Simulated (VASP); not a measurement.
Output of a VASP run:

### OSZICAR
```
       N       E                     dE             d eps       ncg     rms          rms(c)
DAV:   1     0.807246018746E+02    0.80725E+02   -0.11018E+04   416   0.932E+02
DAV:   2    -0.775677375821E+01   -0.88481E+02   -0.87665E+02   414   0.188E+02
DAV:   3    -0.193560429582E+02   -0.11599E+02   -0.11390E+02   514   0.451E+01
DAV:   4    -0.200568528520E+02   -0.70081E+00   -0.69209E+00   400   0.106E+01
DAV:   5    -0.200951606784E+02   -0.38308E-01   -0.38202E-01   448   0.242E+00    0.155E+01
DAV:   6    -0.161655971165E+02    0.39296E+01   -0.47315E+01   368   0.186E+01    0.129E+01
DAV:   7    -0.159462580801E+02    0.21934E+00   -0.10957E+01   424   0.773E+00    0.972E+00
DAV:   8    -0.175098624131E+02   -0.15636E+01   -0.24998E+01   436   0.750E+00    0.106E+01
DAV:   9    -0.160599127800E+02    0.14499E+01   -0.21311E+01   428   0.644E+00    0.423E+00
DAV:  10    -0.155351890632E+02    0.52472E+00   -0.16141E+00   406   0.338E+00    0.202E+00
DAV:  11    -0.154469182221E+02    0.88271E-01   -0.86221E-01   448   0.335E+00    0.104E+00
DAV:  12    -0.154500660648E+02   -0.31478E-02   -0.19473E-01   440   0.154E+00    0.551E-01
DAV:  13    -0.154471059436E+02    0.29601E-02   -0.24502E-02   432   0.469E-01    0.343E-01
DAV:  14    -0.154466419609E+02    0.46398E-03   -0.15506E-02   454   0.450E-01    0.103E-01
DAV:  15    -0.154466864733E+02   -0.44512E-04   -0.14064E-03   416   0.160E-01    0.628E-02
DAV:  16    -0.154467633330E+02   -0.76860E-04   -0.25729E-04   448   0.554E-02    0.359E-02
DAV:  17    -0.154468207544E+02   -0.57421E-04   -0.17353E-04   432   0.375E-02    0.185E-02
DAV:  18    -0.154468590813E+02   -0.38327E-04   -0.41104E-05   376   0.167E-02    0.941E-03
DAV:  19    -0.154468941734E+02   -0.35092E-04   -0.25546E-05   368   0.126E-02    0.671E-03
DAV:  20    -0.154469243505E+02   -0.30177E-04   -0.62226E-06   272   0.981E-03    0.423E-03
DAV:  21    -0.154469313719E+02   -0.70214E-05   -0.16556E-06   280   0.485E-03    0.345E-03
DAV:  22    -0.154469360039E+02   -0.46319E-05   -0.30835E-06   294   0.474E-03    0.204E-03
DAV:  23    -0.154469371626E+02   -0.11588E-05   -0.48464E-07   218   0.287E-03    0.745E-04
DAV:  24    -0.154469379004E+02   -0.73774E-06   -0.22162E-07   202   0.178E-03
   1 F= -.15446938E+02 E0= -.15427132E+02  d E =-.396117E-01
```

**OUTCAR**
```
------------------------ aborting loop because EDIFF is reached ----------------------------------------
  FORCE on cell =-STRESS in cart. coord.  units (eV):
  Direction    XX          YY          ZZ          XY          YZ          ZX
  --------------------------------------------------------------------------------------
  Total      -12.2228646    -12.2228625     -8.2433391     -0.0000014      0.0000000      0.0000000
  in kB      -41.9037064    -41.9036993    -28.2606795     -0.0000048      0.0000000      0.0000000
  external PRESSURE =     -37.3560284 kB  Pullay stress =       0.0000000 kB
  volume of cell :      467.34
      direct lattice vectors                 reciprocal lattice vectors
     5.049559000  0.000000000  0.000000000     0.198037096  0.114336758  0.000000000
    -2.524779000  4.373046000  0.000000000     0.000000000  0.228673561  0.000000000
     0.000000000  0.000000000 21.163800000     0.000000000  0.000000000  0.047250494
 POSITION                                       TOTAL-FORCE (eV/Angst)
 -----------------------------------------------------------------------------------
      0.00000      0.00000     13.16380        -0.000000      0.000000     -1.909264
      0.00000      0.00000      9.72130        -0.000000      0.000000      0.024519
     -0.00000      2.91537      8.00000         0.000000     -0.000000      1.415048
      2.52478      1.45768     11.44250         0.000000     -0.000000      0.469698
 -----------------------------------------------------------------------------------
    total drift:                                0.000042     -0.000026      0.000128
  FREE ENERGIE OF THE ION-ELECTRON SYSTEM (eV)
  ---------------------------------------------------
  free  energy   TOTEN  =       -15.4469379004 eV

  energy  without entropy=      -15.4073262301  energy(sigma->0) =      -15.42713207
```
(Selected blocks of OUTCAR.)

**POSCAR**
```
YB
1
    5.0495590000     0.0000000000     0.0000000000
   -2.5247790000     4.3730460000     0.0000000000
    0.0000000000     0.0000000000    21.1638000000
Y B
2 2
Direct
  0.0000000000   0.0000000000   0.6219960000
  0.0000000000   0.0000000000   0.4593360000
  0.3333330000   0.6666670000   0.3780040000
  0.6666670000   0.3333330000   0.5406640000
```

**Question.** Write an INCAR and KPOINTS that could have produced this output.

**Answer.** One answer among several that fit: the input of the run itself, PBE GGA, plane waves, VASP's PBE PAW potentials (set 64).

**INCAR**
```
# general
SYSTEM  = YB
PREC    = Accurate
ENCUT   = 400
LREAL   = .FALSE.
LASPH   = .TRUE.

# electronic loop
EDIFF   = 1E-6
NELM    = 100
ALGO    = Normal
LMAXMIX = 4

# smearing
ISMEAR  = 0
SIGMA   = 0.1

# functional
GGA     = PE

# ions
ISIF    = 2

# output
LWAVE   = .FALSE.
LCHARG  = .FALSE.
```

### KPOINTS
```
Automatic
0
G
7 7 1
0 0 0
```

POTCAR, in this order: Y_sv B (PBE.64 set). Program: vasp_std.

At this cut-off the stress carries a Pulay error, which pulls relaxed volumes low. The cell holds a wide vacuum, so values per volume refer to the whole cell.

The cell is a sheet with vacuum, built from a generated structure.
